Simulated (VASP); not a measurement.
VASP runs on TiAl (L1_0) share one base input (PBE GGA, plane waves, VASP's PBE PAW potentials (set 64)) and change the settings named in each case.

**POSCAR**
```
TiAl
1
    2.8866000000     0.0000000000     0.0000000000
    0.0000000000     2.8866000000     0.0000000000
    0.0000000000     0.0000000000     4.1514000000
Ti Al
1 1
Direct
  0.0000000000   0.0000000000   0.0000000000
  0.5000000000   0.5000000000   0.5000000000
```

INCAR:
```
ALGO=Normal
EDIFF=1E-6
ENCUT=400
GGA=PE
ISIF=2
ISMEAR=1
LASPH=.True.
LCHARG=.False.
LMAXMIX=4
LREAL=.False.
LWAVE=.False.
NELM=100
PREC=Accurate
SIGMA=0.1
SYSTEM=TiAl
```

KPOINTS:
```
kpoints
0
G
11 11 8
```

POTCAR, in this order: Ti_sv Al (PBE.64 set). Program: vasp_std.

```csv
change,E(σ→0) (eV/atom),pressure (GPa),−TS (eV)
base run,-6.1729,-6.67,-0.0002
"LDAU = .TRUE., LDAUJ = 0 0, LDAUL = 2 -1, LDAUTYPE = 2, LDAUU = 1.0 0",-5.7981,-5.67,0.0003
"LDAU = .TRUE., LDAUJ = 0 0, LDAUL = 2 -1, LDAUTYPE = 2, LDAUU = 2.0 0",-5.4316,-4.67,0.0016
"LDAU = .TRUE., LDAUJ = 0 0, LDAUL = 2 -1, LDAUTYPE = 2, LDAUU = 3.0 0",-5.0727,-3.65,0.0017
"LDAU = .TRUE., LDAUJ = 0 0, LDAUL = 2 -1, LDAUTYPE = 2, LDAUU = 4.0 0",-4.7219,-2.53,0.0012
"LDAU = .TRUE., LDAUJ = 0 0, LDAUL = 2 -1, LDAUTYPE = 2, LDAUU = 5.0 0",-4.3807,-1.33,0.0016
"LDAU = .TRUE., LDAUJ = 0 0, LDAUL = 2 -1, LDAUTYPE = 2, LDAUU = 6.0 0",-4.0487,-0.12,0.0010
"LDAU = .TRUE., LDAUJ = 0 0, LDAUL = 2 -1, LDAUTYPE = 2, LDAUU = 8.0 0",-3.4178,2.85,-0.0018
"LDAU = .TRUE., LDAUJ = 0 0, LDAUL = 2 -1, LDAUTYPE = 2, LDAUU = 5.0 0, LMAXMIX = 2",-4.3807,-1.35,0.0016
```
 Energies of different potentials or functionals have different zeros.

Left out are runs that ran out of time, are held back, or changed the cell or the kind of run, fixed moments of cells without a moment, rows past the twelfth, gaps on odd meshes, pressures of charged cells and columns that move by less than the noise.

The compound is TiAl in the L1_0 structure. The cell was not relaxed at this level. The electron count is odd and the run is not spin-polarised, which forces a metal.
